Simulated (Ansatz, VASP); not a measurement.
# One calculation of BeB3, two programs

File INCAR:

```
PREC     = Accurate       # precision mode
ENCUT    = 600            # plane-wave cutoff, eV
EDIFF    = 1E-6           # SCF threshold, eV
ISMEAR   = 0              # smearing method
SIGMA    = 0.1            # smearing width, eV
LREAL    = False          # projectors in reciprocal space
LASPH    = True           # aspherical terms in the spheres
NELM     = 80             # most SCF steps
ALGO     = Normal         # electronic algorithm
ISIF     = 3              # what is computed and relaxed
LWAVE    = False          # write WAVECAR
LCHARG   = False          # write CHGCAR
GGA      = PE             # functional
IBRION   = 2              # ionic algorithm
NSW      = 90             # ionic steps
EDIFFG   = -0.04          # ionic threshold
```

The input KPOINTS:

```
Automatic mesh
0
Gamma
  6 6 6
```

POSCAR

```
BeB3
1.0
    0.0000000000      2.9336361500      2.9336361500
    2.9336361500      0.0000000000      2.9336361500
    2.9336361500      2.9336361500      0.0000000000
Be B
2 6
Direct
    0.7500000000      0.7500000000      0.7500000000
    0.5000000000      0.5000000000      0.5000000000
    0.0000000000      0.0000000000      0.0000000000
    0.2500000000      0.2500000000      0.2500000000
    0.1250000000      0.1250000000      0.1250000000
    0.1250000000      0.1250000000      0.6250000000
    0.1250000000      0.6250000000      0.1250000000
    0.6250000000      0.1250000000      0.1250000000
```

Input for Ansatz:

```yaml
crystal:
  lattice:
    - [0.0, 2.93363615, 2.93363615]
    - [2.93363615, 0.0, 2.93363615]
    - [2.93363615, 2.93363615, 0.0]
  atoms:
    - { symbol: Be, position: [0.75, 0.75, 0.75] }
    - { symbol: Be, position: [0.5, 0.5, 0.5] }
    - { symbol: B, position: [0.0, 0.0, 0.0] }
    - { symbol: B, position: [0.25, 0.25, 0.25] }
    - { symbol: B, position: [0.125, 0.125, 0.125] }
    - { symbol: B, position: [0.125, 0.125, 0.625] }
    - { symbol: B, position: [0.125, 0.625, 0.125] }
    - { symbol: B, position: [0.625, 0.125, 0.125] }
basis:
  ecutwfc: 420
kpoints:
  mp_grid: { grid: [6, 6, 6] }
hamiltonian:
  xc: pbe
scf:
  occupations: { method: gaussian, width: 0.1 }
  lower_state_search: "off"
output:
  forces: true
  stress: true
  eigenvalues: true
relax:
  adjacent_minimum: "off"
  f_tol: 0.04
  max_steps: 70
  cell: { stress_tol: 0.4 }
```

Alike in both runs: task relaxation of cell and atoms; functional PBE; k mesh 6 × 6 × 6; occupations gaussian, width 0.1 eV; no spin polarisation.

|  | VASP | Ansatz |
| --- | --- | --- |
| version | VASP 6.6.1 | Ansatz 0.2.0 |
| potentials or method | VASP PAW PBE potentials, release 64 (Be, B) | scalar-relativistic, plane waves, PAW |
| plane-wave cutoff (eV) | 600 | 420 |
| valence electrons in the cell | 22 | 22 |

Ansatz gave:

| Property | Result |
| --- | --- |
| gap on the k mesh at the Fermi level, each at its own relaxed structure (eV) | none |
| relaxed volume (Å³/atom) | 12.18 |
| relaxed cell length with the largest relative difference (Å) | 5.165 |
| energy change over the relaxation (meV/atom) | -2074 |

Task: Which values does VASP return?

Result: gap on the k mesh at the Fermi level, each at its own relaxed structure (eV): none; relaxed volume (Å³/atom): 12.15; relaxed cell length with the largest relative difference (Å): 5.161; energy change over the relaxation (meV/atom): -2081.

A gap of «none» marks a metal or a gap that the smearing closes.

Caveats: the volume moved by over 15 % at a fixed basis, so the end points are rough.
